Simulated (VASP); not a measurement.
Data:

```yaml
crystal:
  lattice:
    - [2.33677, -4.04741, 0.00000]
    - [2.33677, 4.04741, 0.00000]
    - [0.00000, 0.00000, 7.50476]
  atoms:
    - { symbol: Mg, position: [0.00000, 0.00000, 0.00000] }
    - { symbol: Mg, position: [0.33333, 0.66667, 0.63115] }
    - { symbol: Mg, position: [0.66667, 0.33333, 0.36885] }
    - { symbol: Sb, position: [0.33333, 0.66667, 0.23165] }
    - { symbol: Sb, position: [0.66667, 0.33333, 0.76835] }
```

The numbers are results of vdW-DF2, VASP's PBE PAW potentials (set 64) (plane waves; VASP), not measurements. Run with 520 eV cut-off, 6×6×4 Γ-centred mesh, tetrahedra with Blöchl corrections, potentials Mg Sb.

Question: What does the run give for the energy per atom (σ→0)?

Answer: 
```
Property                        Value
---------------------  --------------
energy per atom (σ→0)  -0.932 eV/atom
```

The absolute energy has meaning only against runs of the same code, potentials and settings.

The compound is Mg3Sb2 in the a-la2o3 structure. It was relaxed first, which changed the volume by +9 %.
